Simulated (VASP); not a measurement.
All values below come from LDA (Ceperley-Alder, Perdew-Zunger), VASP's LDA PAW potentials (set 64) (plane waves; VASP).

VASP input:

**KPOINTS**
```
Automatic mesh
0
Gamma
7 7 3
0 0 0
```

### POSCAR
```
HgTe
1
    4.4353731622     0.0000000000     0.0000000000
   -2.2176865812     3.8411455706    -0.0000000000
   -0.0000000000    -0.0000000000    10.0950375255
Hg Te
3 3
Direct
  0.3547290240   0.3547290240   0.0000000000
  0.6452709760   0.0000000000   0.3333330000
  0.0000000000   0.6452709760   0.6666670000
  0.4468554729   0.4468554730   0.5000000000
  0.5531445271   0.0000000000   0.8333330000
  1.0000000000   0.5531445270   0.1666670000
```

**INCAR**
```
ALGO = Normal
EDIFF = 1E-7
ENCUT = 400
ISIF = 2
ISMEAR = -5
LASPH = .True.
LCHARG = .True.
LEFG = .True.
LMAXMIX = 6
LORBIT = 11
LREAL = .False.
LWAVE = .False.
NEDOS = 601
NELM = 100
PREC = Accurate
SYSTEM = HgTe
```

POTCAR, in this order: Hg Te (LDA.64 set). Program: vasp_std.

Output

**OUTCAR**
```
 ion  position               nearest neighbor table
   1  0.355  0.355  0.000-   5 2.73   6 2.73   5 3.05   6 3.05   6 3.51   5 3.51
   2  0.645  0.000  0.333-   6 2.73   4 2.73   6 3.05   4 3.05   6 3.51   4 3.51
   3  0.000  0.645  0.667-   5 2.73   4 2.73   5 3.05   4 3.05   5 3.51   4 3.51
   4  0.447  0.447  0.500-   2 2.73   3 2.73   2 3.05   3 3.05   3 3.51   2 3.51
   5  0.553  0.000  0.833-   3 2.73   1 2.73   3 3.05   1 3.05   3 3.51   1 3.51
   6  0.000  0.553  0.167-   2 2.73   1 2.73   2 3.05   1 3.05   2 3.51   1 3.51
  LATTYP: Found a hexagonal cell.
 ALAT       =     4.4353731622
 C/A-ratio  =     2.2760289059
 Subroutine PRICEL returns:
 Original cell was already a primitive cell.
 Subroutine GETGRP returns: Found  6 space group operations
The static configuration has the point symmetry C_2 .
 The point group associated with its full space group is D_3 .
The dynamic configuration has the point symmetry C_2 .
 Subroutine INISYM returns: Found  6 space group operations
 Subroutine IBZKPT returns following result:
 Found     20 irreducible k-points:

 Following reciprocal coordinates:
            Coordinates               Weight
  0.000000  0.000000  0.000000      1.000000
  0.142857  0.000000  0.000000      6.000000
  0.285714  0.000000  0.000000      6.000000
...
```

File OSZICAR:
```
       N       E                     dE             d eps       ncg     rms          rms(c)
DAV:   1     0.321735272709E+03    0.32174E+03   -0.21147E+04  1280   0.122E+03
DAV:   2     0.147390696142E+01   -0.32026E+03   -0.31377E+03  1448   0.310E+02
DAV:   3    -0.154113860169E+02   -0.16885E+02   -0.16805E+02  1536   0.713E+01
DAV:   4    -0.156246985390E+02   -0.21331E+00   -0.21325E+00  1504   0.757E+00
DAV:   5    -0.156268099389E+02   -0.21114E-02   -0.21113E-02  1592   0.793E-01    0.144E+01
DAV:   6    -0.149431055187E+02    0.68370E+00   -0.20001E+00  1368   0.131E+01    0.110E+01
DAV:   7    -0.149181401498E+02    0.24965E-01   -0.63843E-01  1456   0.387E+00    0.278E+00
DAV:   8    -0.149053151579E+02    0.12825E-01   -0.87590E-02  1352   0.250E+00    0.131E+00
DAV:   9    -0.149051413186E+02    0.17384E-03   -0.79324E-03  1520   0.654E-01    0.277E-01
DAV:  10    -0.149049163436E+02    0.22497E-03   -0.10986E-03  1472   0.289E-01    0.634E-02
DAV:  11    -0.149049164426E+02   -0.99019E-07   -0.18124E-04  1416   0.860E-02    0.632E-02
DAV:  12    -0.149049168305E+02   -0.38791E-06   -0.65886E-05  1424   0.645E-02    0.299E-02
DAV:  13    -0.149049140253E+02    0.28052E-05   -0.14790E-05  1360   0.366E-02    0.340E-02
DAV:  14    -0.149049138447E+02    0.18058E-06   -0.18221E-06  1472   0.531E-03    0.837E-03
DAV:  15    -0.149049138477E+02   -0.29531E-08   -0.73156E-08   816   0.130E-03
   1 F= -.14904914E+02 E0= -.14904914E+02  d E =0.000000E+00
```

OUTCAR:
```
------------------------ aborting loop because EDIFF is reached ----------------------------------------
  FORCE on cell =-STRESS in cart. coord.  units (eV):
  Direction    XX          YY          ZZ          XY          YZ          ZX
  --------------------------------------------------------------------------------------
  Total       -0.0709319     -0.0709319     -0.0763175      0.0000000      0.0000000     -0.0000000
  in kB       -0.6607748     -0.6607747     -0.7109445      0.0000000      0.0000000     -0.0000000
  external PRESSURE =      -0.6774980 kB  Pullay stress =       0.0000000 kB
  volume of cell :      171.99
      direct lattice vectors                 reciprocal lattice vectors
     4.435373162  0.000000000  0.000000000     0.225460173  0.130169500  0.000000000
    -2.217686581  3.841145571  0.000000000     0.000000000  0.260339001  0.000000000
     0.000000000  0.000000000 10.095037526     0.000000000  0.000000000  0.099058572
 POSITION                                       TOTAL-FORCE (eV/Angst)
 -----------------------------------------------------------------------------------
      0.78668      1.36257      0.00000         0.011199      0.019398     -0.000000
      2.86202      0.00000      3.36501        -0.022399      0.000000     -0.000000
     -1.43101      2.47858      6.73003         0.011199     -0.019398      0.000000
      0.99099      1.71644      5.04752         0.011654      0.020185     -0.000000
      2.45340      0.00000      8.41253        -0.023308      0.000000     -0.000000
     -1.22670      2.12471      1.68251         0.011654     -0.020185      0.000000
 -----------------------------------------------------------------------------------
    total drift:                                0.001264     -0.001981      0.000025
  FREE ENERGIE OF THE ION-ELECTRON SYSTEM (eV)
  ---------------------------------------------------
  free  energy   TOTEN  =       -14.9049138477 eV

  energy  without entropy=      -14.9049138477  energy(sigma->0) =      -14.90491385

 total charge

# of ion       s       p       d       tot
------------------------------------------
    1        0.799   0.370   9.335  10.505
    2        0.799   0.370   9.335  10.505
    3        0.799   0.370   9.335  10.505
    4        1.398   1.934   0.038   3.370
    5        1.398   1.934   0.038   3.370
    6        1.398   1.934   0.038   3.370
--------------------------------------------------
tot          6.590   6.914  28.120  41.624

 Electric field gradients after diagonalization (V/A^2)
 (convention: |V_zz| > |V_xx| > |V_yy|)
----------------------------------------------------------------------
 ion       V_xx      V_yy      V_zz     asymmetry (V_yy - V_xx)/ V_zz
----------------------------------------------------------------------
   1     232.704   182.684  -415.388       0.120
   2     232.703   182.685  -415.388       0.120
   3     232.704   182.684  -415.388       0.120
   4     202.225    12.904  -215.130       0.880
   5     202.225    12.904  -215.130       0.880
   6     202.225    12.905  -215.130       0.880
```
(Selected blocks of OUTCAR.)

The structure comes from a computed database's HgTe entry (P3_121); how it stands against other phases isn't given here. It was relaxed first, which changed the volume by -12 %.
